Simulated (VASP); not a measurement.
Given:

```
MgF2
1.0
    4.64495     0.00000     0.00000
    0.00000     4.64495     0.00000
    0.00000     0.00000     3.06903
Mg F
2 4
Direct
  0.00000   0.00000   0.00000
  0.50000   0.50000   0.50000
  0.30278   0.30278   0.00000
  0.80278   0.19722   0.50000
  0.19722   0.80278   0.50000
  0.69722   0.69722   0.00000
```

These are rev-vdW-DF2, VASP's PBE PAW potentials (set 64) (plane waves; VASP 6.6.1) values and carry that method's errors. Numerical set-up: 520 eV cut-off, Gaussian smearing of 0.050 eV, potentials Mg F.

### Question
Give the energies of bands 5 to 18 at the high-symmetry points, in eV from the valence-band maximum.

### Answer

```csv
band,Γ,X,M,Z,R,A
5,-4.01,-3.27,-3.06,-2.94,-3.14,-3.71
6,-2.47,-3.27,-3.06,-2.94,-3.14,-3.71
7,-2.07,-1.75,-2.09,-2.43,-2.91,-2.99
8,-2.07,-1.75,-2.09,-2.43,-2.91,-2.99
9,-1.89,-1.56,-1.29,-2.20,-2.04,-1.44
10,-1.84,-1.56,-1.29,-2.20,-2.04,-1.44
11,-1.21,-1.36,-1.26,-1.42,-1.35,-1.39
12,-1.21,-1.36,-1.26,-1.42,-1.35,-1.39
13,-0.72,-0.97,-0.95,-1.14,-0.72,-0.60
14,-0.32,-0.97,-0.95,-1.14,-0.72,-0.60
15,-0.32,-0.37,-0.76,-0.84,-0.65,-0.47
16,0.00,-0.37,-0.76,-0.84,-0.65,-0.47
17,6.98,9.37,11.06,11.68,12.60,13.14
18,12.11,9.37,11.06,11.68,12.60,13.14
```

The gap is direct, 6.98 eV, from the valence maximum at Γ to the conduction minimum at Γ.

Measured: gap 12.40 eV (computed value off by -5.42 eV), as given by Andrés Aguado et al., Journal of the Physical Society of Japan (1999), arXiv:cond-mat/9901145.

The compound is MgF2 in the rutile structure. It was relaxed first.
